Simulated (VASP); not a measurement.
Method: PBE GGA, VASP's PBE PAW potentials (set 64) (plane waves; VASP).

The input files of a VASP run:

### INCAR
```
ALGO  =  Normal
EDIFF  =  1E-8
ENCUT  =  400
GGA  =  PE
ISIF  =  2
ISMEAR  =  1
LASPH  =  .TRUE.
LCHARG  =  .FALSE.
LMAXMIX  =  4
LREAL  =  .FALSE.
LWAVE  =  .FALSE.
NELM  =  100
PREC  =  Accurate
SIGMA  =  0.1
SYSTEM  =  Cd
```

### KPOINTS
```
kpoints
0
gamma
 13 13 6
```

POSCAR:
```
Cd
1
    1.5120550000    -2.5748210000     0.0000000000
    1.5120550000     2.5748210000     0.0000000000
    0.0000000000     0.0000000000     5.7200160000
Cd
2
Direct
  0.3333330000   0.6666670000   0.2500000000
  0.6764400000   0.3431060000   0.7500000000
```

POTCAR, in this order: Cd (PBE.64 set). Program: vasp_std.

Problem. What will the output report for the number of irreducible k-points (NKPTS), number of bands (NBANDS), largest plane-wave count, number of space-group operations, FFT grid (NGX, NGY, NGZ)?

Solution. 
```yaml
number of irreducible k-points (NKPTS): 340
number of bands (NBANDS): 16
largest_plane_wave_count: 827
number_of_space_group_operations: 4
FFT grid (NGX, NGY, NGZ): 20 × 20 × 40
```

The compound is Cd in the hcp structure. The cell was not relaxed at this level, atoms are displaced from their ideal sites. The run is one of a series of settings (EDIFF = 1E-8 against the base run), some of them coarse on purpose.
